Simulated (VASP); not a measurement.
Data:

```
CELL_PARAMETERS angstrom
      1.51301    -2.62061     0.00000
      1.51301     2.62061     0.00000
      0.00000     0.00000     3.22955
ATOMIC_POSITIONS crystal
  Ti 0.00000 0.00000 0.00000
  B  0.33333 0.66667 0.50000
  B  0.66667 0.33333 0.50000
```

Level of theory: r2SCAN meta-GGA, VASP's PBE PAW potentials (set 64) (plane waves; VASP). Settings: 600 eV cut-off, 10×10×10 Γ-centred mesh, first-order Methfessel-Paxton smearing of 0.10 eV, potentials Ti_sv B.

Energy and stress use the plane-wave basis of the starting cell.

**Question.** The ions, cell shape and volume at an external pressure of 30.0 GPa are relaxed. Give the cell that the relaxation ends in.

**Answer.** 
```
CELL_PARAMETERS angstrom
      1.47147    -2.54865     0.00000
      1.47147     2.54865     0.00000
      0.00000     0.00000     3.10074
ATOMIC_POSITIONS crystal
  Ti 0.00000 0.00000 0.00000
  B  0.33333 0.66667 0.50000
  B  0.66667 0.33333 0.50000
```
Space group P6/mmm (191), at a tolerance of 0.03 Å.

**Question.** How do energy and volume change from the first to the last step?

**Answer.** The energy (σ→0) changes by +68.2 meV/atom and the volume by -9.2 %, in 9 ionic steps.

The compound is TiB2 in the AlB2 type structure. This run relaxes it under an external pressure of 30 GPa. Symmetry was kept, so distortions that lower it aren't found.
